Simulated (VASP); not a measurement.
**Be2As: equation of state with PBE**

Be2As:

```
Be As
1.0
     1.80025    1.03938    3.52451
    -1.80025    1.03938    3.52451
     0.00000   -2.07875    3.52451
Be As
2 1
Direct
  0.22424 0.22424 0.22424
  0.77576 0.77576 0.77576
  0.00000 0.00000 0.00000
```

The cell was built by a generator and needn't be a form met in nature.

```json
{
 "Program": "VASP 6.6.1",
 "Task": "equation of state",
 "Functional": "PBE",
 "Potentials or basis": "VASP PAW PBE potentials, release 64 (Be, As)",
 "Cutoff": "520 eV",
 "k mesh": "9 × 9 × 9",
 "Occupations": "fermi-dirac, width 0.05 eV",
 "Spin": "no spin polarisation"
}
```

```
Equilibrium volume                        : 13.27 Å³/atom
Bulk modulus at fixed shape and positions : 80 GPa
Pressure derivative of the bulk modulus   : 3.5
```

Energy against volume, from the lowest point:
```
volume (Å³/atom)  energy (meV/atom)
          12.398              15.53
          12.662               7.24
          12.926               2.15
          13.190               0.00
          13.453               0.53
          13.717               3.51
          13.981               8.72
```

All runs of the series together: 3 min on 1 thread of Intel(R) Xeon(R) Platinum 8559C (Emerald Rapids), on a shared host.

Caveat: the cell was scaled at fixed shape and fractional positions, which overstates the stiffness of a crystal with free parameters, most of all of layers and chains.
